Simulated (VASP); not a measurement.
Write the native input for VASP 6.6.1 that does the following.

* Task: Born charges and dielectric tensor
* Functional: LDA
* Potentials or basis: VASP PAW LDA potentials, release 64 (Ga_d, N)
* Cutoff: 600 eV
* k mesh: 15 × 15 × 8
* Occupations: gaussian, width 0.02 eV
* Spin: no spin polarisation
* Further INCAR settings: ALGO = Normal; EDIFF = 1e-08; IBRION = 8; NSW = 1

The structure of GaN lies in POSCAR:

```
GaN
1.0
    3.1569800000      0.0000000000      0.0000000000
   -1.5784900000      2.7340200000      0.0000000000
    0.0000000000      0.0000000000      5.1464800000
Ga N
2 2
Direct
    0.6666700000      0.3333300000      0.4992900000
    0.3333300000      0.6666700000      0.9992900000
    0.6666700000      0.3333300000      0.8757100000
    0.3333300000      0.6666700000      0.3757100000
```

The cell is a database's computed one.

One way to write it, as run:

INCAR

```
PREC = Accurate
ENCUT = 600
EDIFF = 1E-8
ISMEAR = 0
SIGMA = 0.02
LREAL = False
LASPH = True
NELM = 60
ALGO = Normal
ISIF = 2
LWAVE = False
LCHARG = False
GGA = CA
LEPSILON = True
IBRION = 8
NSW = 1
```

KPOINTS

```
regular mesh
0
Gamma
  15 15 8
```

Potentials or basis: VASP PAW LDA potentials, release 64 (Ga_d, N).

The run is started by

```console
$ cat potpaw_LDA.64/Ga_d/POTCAR potpaw_LDA.64/N/POTCAR > POTCAR
$ mpirun -np 1 vasp_std > vasp.out
```

Results of the run:

| Item | Value |
| --- | --- |
| Band gap on the k mesh | 2.11 eV, direct |
| Electronic dielectric tensor (diagonal) | 5.59, 5.59, 5.76 |
| Born charges (mean of the diagonal) | Ga +2.63; N -2.63 e |
| Highest phonon frequency at Γ, LO-TO splitting left out | 698 cm⁻¹ |

Caveat: an odd mesh through Γ misses points on the zone boundary, where band edges often lie.

Wall time 85 min on 1 thread of Intel(R) Xeon(R) 6975P-C (Granite Rapids), on a shared host, peak memory 2.2 GiB.
